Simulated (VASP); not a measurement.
Here is the system:

```yaml
crystal:
  lattice:
    - [1.80540, -3.12704, 0.00000]
    - [1.80540, 3.12704, 0.00000]
    - [0.00000, 0.00000, 6.13020]
  atoms:
    - { symbol: Ti, position: [0.00000, 0.00000, 0.00000] }
    - { symbol: Se, position: [0.33333, 0.66667, 0.25500] }
    - { symbol: Se, position: [0.66667, 0.33333, 0.74500] }
```

The numbers are results of PBE GGA, VASP's PBE PAW potentials (set 64) (plane waves; VASP), not measurements. Numerical set-up: 400 eV cut-off, 9×9×5 Γ-centred mesh, first-order Methfessel-Paxton smearing of 0.10 eV, potentials Ti_sv Se.

### Question
What does the run give for the energy per atom (σ→0), pressure, band gap (on the k-mesh) with the smallest direct gap where there is one?

### Answer

```json
{
 "band gap (on the k-mesh)": "none (metal, semimetal or under 0.01 eV)",
 "energy per atom (σ→0)": "-6.051 eV/atom",
 "pressure": "-3.30 GPa"
}
```

Total energies compare only between runs with the same potentials, cut-off and functional.

The compound is TiSe2 in the 1T layered structure. The cell was not relaxed at this level.
